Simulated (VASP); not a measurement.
An input for Ansatz (written as the equivalent of a VASP run, and not itself run):

Ansatz 0.2 input:
```yaml
crystal:
  lattice:
    - [-2.7661302, 2.8092383, 4.7945848]
    - [2.7661302, -2.8092383, 4.7945848]
    - [2.7661302, 2.8092383, -4.7945848]
  atoms:
    - { symbol: Si, position: [1.0000000, 0.7500000, 0.7500000] }
    - { symbol: Si, position: [1.0000000, 0.2500000, 0.2500000] }
    - { symbol: S, position: [0.6733332, 0.8818618, 0.7914714] }
    - { symbol: S, position: [0.0903904, 0.3818618, 0.7085286] }
    - { symbol: S, position: [0.9096096, 0.6181382, 0.2914714] }
    - { symbol: S, position: [0.3266668, 0.1181382, 0.2085286] }
kpoints:
  mp_grid: { grid: [5, 5, 5] }
hamiltonian:
  xc: pbesol
  pseudopotentials: { kind: paw }
scf:
  occupations: { method: gaussian, width: 0.05 }
  max_iter: 100
relax:
  max_steps: 60
  f_tol: 0.02
  cell: {}
output: { forces: true, stress: true, eigenvalues: true }
```

Q: Write the VASP files for the same calculation (PBEsol).

A: This is not unique; one that fits is 
POSCAR:
```
SiS2
1
   -2.7661302125     2.8092383085     4.7945847673
    2.7661302125    -2.8092383085     4.7945847673
    2.7661302125     2.8092383085    -4.7945847673
Si S
2 4
Direct
  1.0000000000   0.7500000000   0.7500000000
  1.0000000000   0.2500000000   0.2500000000
  0.6733331904   0.8818618125   0.7914713779
  0.0903904345   0.3818618125   0.7085286221
  0.9096095655   0.6181381875   0.2914713779
  0.3266668096   0.1181381875   0.2085286221
```

KPOINTS:
```
K-points
0
Gamma
5 5 5
0 0 0
```

INCAR:
```
SYSTEM  =  SiS2
PREC  =  Accurate; ENCUT  =  400; LREAL  =  .FALSE.
LASPH  =  .TRUE.
EDIFF  =  1E-6; NELM  =  100; ALGO  =  Normal
ISMEAR  =  0; SIGMA  =  0.05
GGA  =  PS
IBRION  =  2; NSW  =  60; ISIF  =  3
EDIFFG  =  -0.02
LWAVE  =  .FALSE.; LCHARG  =  .FALSE.
```

POTCAR, in this order: Si S (PBE.64 set). Program: vasp_std.

The two are equivalent in intent, not identical: each code has its own PAW files, so the cut-off isn't converted (ENCUT is set for VASP's; basis.ecutwfc is left out, and Ansatz then takes the one that its files recommend); Ansatz stops its SCF on the density residual and VASP on the energy change (EDIFF).

The compound is SiS2 in the sg72 structure. This run relaxes it. Symmetry was kept, so distortions that lower it aren't found. The start is the result of an earlier pass.
